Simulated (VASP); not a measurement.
Given:

```
CELL_PARAMETERS angstrom
      0.00000     1.72857     1.72857
      1.72857     0.00000     1.72857
      1.72857     1.72857     0.00000
ATOMIC_POSITIONS crystal
  Cu 0.00000 0.00000 0.00000
```

Computed with PBEsol GGA, VASP's PBE PAW potentials (set 64) (plane waves; VASP). Settings: 500 eV cut-off, 18×18×18 Γ-centred mesh, first-order Methfessel-Paxton smearing of 0.10 eV, potentials Cu.

Estimate the energy per atom (σ→0), pressure, band gap (on the k-mesh) with the smallest direct gap where there is one.

The band gap (on the k-mesh) comes out as none (metal, semimetal or under 0.01 eV) and the energy per atom (σ→0) is -4.249 eV/atom. The pressure is 19.80 GPa.

The compound is Cu in the fcc structure. It was relaxed first under an external pressure of 20 GPa.
